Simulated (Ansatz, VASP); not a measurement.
## AlFe3B: energy against volume and a worked fit

```cif
data_structure
_symmetry_space_group_name_H-M 'P 1'
_symmetry_Int_Tables_number 1
_cell_length_a 3.8223
_cell_length_b 3.8223
_cell_length_c 3.8223
_cell_angle_alpha 90.000
_cell_angle_beta 90.000
_cell_angle_gamma 90.000
_cell_volume 55.84
loop_
_atom_site_label
_atom_site_type_symbol
_atom_site_fract_x
_atom_site_fract_y
_atom_site_fract_z
_atom_site_occupancy
Fe1 Fe 0.00000 0.00000 0.50000 1
Fe2 Fe 0.00000 0.50000 0.00000 1
Fe3 Fe 0.50000 0.00000 0.00000 1
Al1 Al 0.50000 0.50000 0.50000 1
B1 B 0.00000 0.00000 0.00000 1
```

The cell comes from a database or a generator and needn't be the stable form of this composition.

The cell was scaled at fixed shape and fractions and run with Ansatz, Ansatz PAW, cutoff 420 eV; PBE, k mesh 7 × 7 × 7 on the cell of 5 atoms, fermi-dirac occupations of 0.05 eV, collinear spin, ferromagnetic start, no spin-orbit coupling. Energies are those that the program minimises, any entropy of the smearing included. For a metal such a mesh isn't converged to the digits shown. The magnetic state is the one that the start led to, which needn't be the lowest.

| V (Å³/atom) | energy over the lowest row (meV/atom) |
| --- | --- |
| 10.4988 | 21.17 |
| 10.7222 | 7.87 |
| 10.9456 | 0.99 |
| 11.1689 | 0.00 |
| 11.3923 | 4.28 |
| 11.6157 | ? |
| 11.8391 | 26.30 |

Fit the third-order Birch-Murnaghan form, give V0, B0 and B′, and predict the energy left open.

With y = (V0/V)^(2/3), E = E0 + (9 V0 B0/16) [(y - 1)³ B′ + (y - 1)² (6 - 4y)]. Least squares through the rows shown give V0 = 11.0968 Å³/atom, E0 = -0.26 meV, B0 = 192.8 GPa (1 eV/Å³ = 160.218 GPa) and B′ = 4.45, with a largest miss of 0.03 meV. At V = 11.6157 the form with these constants gives 13.18 meV; the run gave 13.24 meV an atom. Other set-ups at this level, from all their volumes (Å³/atom, GPa): VASP, PBE PAW files Al, B, Fe, 520 eV: V0 11.122, B0 192.3.

The energy follows a single smooth branch with its minimum at 11.0968 Å³/atom, slightly below the volume of the listed cell. The omitted point lies inside the fitted range, so its close prediction tests interpolation rather than behaviour under strong compression or expansion. The bulk modulus of 192.8 GPa describes a fairly stiff metal. This probably reflects the antiperovskite framework, in which boron sits inside an octahedron of iron and short Fe-B contacts combine B 2p-Fe 3d covalency with metallic Fe-Fe bonding. Compression increases the overlap repulsion and the kinetic energy of the electrons, so the lattice stiffens, as the positive pressure derivative shows.

The smooth curve gives no sign of an abrupt magnetic collapse, but a gradual change of the iron moments with volume could be absorbed into the fitted elastic constants. The VASP values support the reproducibility of the equilibrium volume and stiffness within PBE, not their accuracy against experiment. Uniform scaling also leaves resistance to shear and to internal displacements untested.
